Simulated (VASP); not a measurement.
Here is the system:

```
CdSe
1.0
    0.00000     3.09417     3.09417
    3.09417     0.00000     3.09417
    3.09417     3.09417     0.00000
Cd Se
1 1
Direct
  0.00000   0.00000   0.00000
  0.25000   0.25000   0.25000
```

These are PBE GGA, VASP's PBE PAW potentials (set 64) (plane waves; VASP) values and carry that method's errors. Settings: 400 eV cut-off, Gaussian smearing of 0.050 eV, potentials Cd Se.

Question: Give the energies of bands 7 to 11 at the high-symmetry points, in eV from the valence-band maximum.

Answer: 
```json
[
 {"band": "7", "Γ": "0.00", "X": "-3.85", "U": "-3.78", "L": "-4.10", "W": "-3.75"},
 {"band": "8", "Γ": "0.00", "X": "-1.68", "U": "-2.30", "L": "-0.68", "W": "-2.05"},
 {"band": "9", "Γ": "0.00", "X": "-1.68", "U": "-1.38", "L": "-0.68", "W": "-2.00"},
 {"band": "10", "Γ": "0.50", "X": "3.23", "U": "3.70", "L": "2.32", "W": "4.81"},
 {"band": "11", "Γ": "5.93", "X": "3.70", "U": "5.04", "L": "6.43", "W": "5.22"}
]
```

The gap is direct, 0.50 eV, from the valence maximum at Γ to the conduction minimum at Γ.

The structure was generated: CdSe was put into the zinc blende type (F-43m), which need not be its known phase. It was relaxed first.
